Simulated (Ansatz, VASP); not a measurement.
## Ca2CuS2O2 in VASP and in Ansatz

```
CELL_PARAMETERS angstrom
3.86250 0.00000 0.00000
0.00000 3.86250 0.00000
0.00000 0.00000 7.74547
ATOMIC_POSITIONS crystal
Cu 0.00000 0.00000 0.50000
Ca 0.50000 0.50000 0.29189
Ca 0.50000 0.50000 0.70811
S 0.00000 0.00000 0.13831
S 0.00000 0.00000 0.86169
O 0.50000 0.00000 0.50000
O 0.00000 0.50000 0.50000
```

The cell comes from a database or a generator and needn't be the stable form of this composition.

Alike in both runs: task single point; functional RPBE; k mesh 7 × 7 × 4; occupations gaussian, width 0.1 eV; no spin polarisation.

|  | VASP | Ansatz |
| --- | --- | --- |
| version | VASP 6.6.1 | Ansatz 0.2.0 |
| potentials or method | VASP PAW PBE potentials, release 64 (Cu, Ca_pv, S, O) | Ansatz PAW |
| plane-wave cutoff (eV) | 500 | 420 |
| valence electrons in the cell | 51 | 63 |

Ansatz gave:

| Property | Result |
| --- | --- |
| gap on the k mesh at the Fermi level (eV) | none |
| pressure (GPa) | 3.2 |
| largest component of the traceless stress (GPa) | 0.38 |
| rms of the force components (eV/Å) | 0.007 |

What did VASP give for the same quantities?

gap on the k mesh at the Fermi level (eV): none; pressure (GPa): 3.1; largest component of the traceless stress (GPa): 0.77; rms of the force components (eV/Å): 0.030.

Atom by atom the forces differ by 0.036 eV/Å (rms over components). A gap of «none» marks a metal or a gap that the smearing closes. The two sets of potentials don't hold the same shells in valence.

Caveats: an odd number of electrons without spin polarisation forces a metal; a magnetic or distorted state may lie lower; the run has no spin polarisation, though such a crystal can be magnetic; semilocal functionals often make such compounds metallic where correlation or magnetic order opens a gap, which also shifts bond lengths; the PAW data sets were made with another functional, which shifts forces and pressure a little (VASP); the PAW data sets come from PBE, with cores solved anew for the run's functional, which leaves a small shift of forces and pressure (Ansatz). With open d or f shells a metallic result of RPBE can be an artefact of self-interaction; +U or a hybrid may open a gap.
